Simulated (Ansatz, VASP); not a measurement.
YSc in VASP and in Ansatz

```xyz
2
Lattice="3.5202 0.0000 0.0000 -1.7601 3.0486 0.0000 0.0000 0.0000 5.4041" Properties=species:S:1:pos:R:3 pbc="T T T"
Y     0.0000    0.0000    0.0000
Sc    0.0000    2.0324    2.7021
```

The cell comes from a database or a generator and needn't be the stable form of this composition.

Alike in both runs: task relaxation of cell and atoms; functional LDA; k mesh 15 × 15 × 8; occupations gaussian, width 0.1 eV; no spin polarisation.

```csv
,VASP,Ansatz
version,VASP 6.6.1,Ansatz 0.2.0
potentials or method,"VASP PAW LDA potentials, release 64 (Y_sv, Sc_sv)","scalar-relativistic, plane waves, PAW"
plane-wave cutoff (eV),600,420
valence electrons in the cell,22,22
```

```tsv
	VASP	Ansatz	Ansatz less VASP
gap on the k mesh at the Fermi level, each at its own relaxed structure (eV)	none	none	-
relaxed volume (Å³/atom)	26.15	26.17	+0.013
relaxed cell length with the largest relative difference (Å)	3.397	3.399	+0.0013
energy change over the relaxation (meV/atom)	-43	-43	+0.7
```

A gap of «none» marks a metal or a gap that the smearing closes.
